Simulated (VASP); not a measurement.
Sb:

```
CELL_PARAMETERS angstrom
2.15060 1.24165 3.74400
-2.15060 1.24165 3.74400
0.00000 -2.48330 3.74400
ATOMIC_POSITIONS crystal
Sb 0.23364 0.23364 0.23364
Sb 0.76636 0.76636 0.76636
```

| Property | Result |
| --- | --- |
| Program | VASP 6.6.1 |
| Task | relaxation of cell and atoms |
| Functional | RPBE |
| Potentials or basis | VASP PAW PBE potentials, release 64 (Sb) |
| Cutoff | 600 eV |
| k mesh | 12 × 12 × 12 |
| Occupations | gaussian, width 0.1 eV |
| Spin | no spin polarisation |

At the start: pressure 4.5 GPa; volume 29.99 Å³/atom.

**Question.** Where does the relaxation end?

**Answer.** Over 11 steps the energy falls by 34.9 meV/atom and the volume is 33.19 Å³/atom (+10.6 %); space group R-3m (No. 166, to 0.05 Å).

Step by step:
| step | energy change (eV) | largest force (eV/Å) | pressure (GPa) | volume (Å³) |
| --- | --- | --- | --- | --- |
| 1 | 0.0000 | 0.2873 | 4.49 | 59.99 |
| 2 | -0.0392 | 0.3900 | -2.01 | 67.59 |
| 3 | -0.0617 | 0.1595 | 0.10 | 64.52 |
| 4 | -0.0640 | 0.1215 | 0.08 | 64.78 |
| 5 | -0.0677 | 0.0000 | 0.05 | 65.57 |
| 6 | -0.0679 | 0.0365 | 0.06 | 65.80 |
| 7 | -0.0692 | 0.0079 | -0.05 | 66.18 |
| 8 | -0.0696 | 0.0257 | -0.17 | 66.61 |
| 9 | -0.0696 | 0.0204 | -0.15 | 66.54 |
| 10 | -0.0694 | 0.0300 | 0.27 | 66.11 |
| 11 | -0.0697 | 0.0012 | 0.01 | 66.37 |

Final structure:
```cif
data_structure
_symmetry_space_group_name_H-M 'P 1'
_symmetry_Int_Tables_number 1
_cell_length_a 4.7038
_cell_length_b 4.7038
_cell_length_c 4.7038
_cell_angle_alpha 55.768
_cell_angle_beta 55.768
_cell_angle_gamma 55.768
_cell_volume 66.37
loop_
_atom_site_label
_atom_site_type_symbol
_atom_site_fract_x
_atom_site_fract_y
_atom_site_fract_z
_atom_site_occupancy
Sb1 Sb 0.23104 0.23104 0.23104 1
Sb2 Sb 0.76896 0.76896 0.76896 1
```

Caveat: the PAW data sets were made with another functional, which shifts forces and pressure a little; the volume moved by +11 % from the deposited cell, more than functionals usually miss.
